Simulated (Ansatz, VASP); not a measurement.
**Sn3SeS2: VASP beside Ansatz**

```
CELL_PARAMETERS angstrom
4.18688 0.00000 0.00000
-2.09344 3.62594 0.00000
0.00000 0.00000 10.24820
ATOMIC_POSITIONS crystal
Sn 0.66667 0.33333 0.82429
Sn 0.00000 0.00000 0.50000
Sn 0.33333 0.66667 0.17571
Se 0.00000 0.00000 0.00000
S 0.33333 0.66667 0.66222
S 0.66667 0.33333 0.33778
```

Alike in both runs: task single point; functional PBE; k mesh 6 × 6 × 2; occupations gaussian, width 0.1 eV; no spin polarisation.

|  | VASP | Ansatz |
| --- | --- | --- |
| version | VASP 6.6.1 | Ansatz 0.2.0 |
| potentials or method | VASP PAW PBE potentials, release 64 (Sn_d, Se, S) | scalar-relativistic, plane waves, PAW |
| plane-wave cutoff (eV) | 520 | 420 |
| valence electrons in the cell | 60 | 70 |

```tsv
	VASP	Ansatz	Ansatz less VASP
gap on the k mesh at the Fermi level (eV)	0.50	0.50	+0.001
least direct gap on the mesh (eV)	0.50	0.50	+0.001
pressure (GPa)	-0.4	-0.3	+0.03
rms of the force components (eV/Å)	0.007	0.007	+0.0002
```

Atom by atom the forces differ by 0.001 eV/Å (rms over components). The two sets of potentials don't hold the same shells in valence.

Caveats: spin-orbit coupling is left out, which moves the levels of the heavy elements.
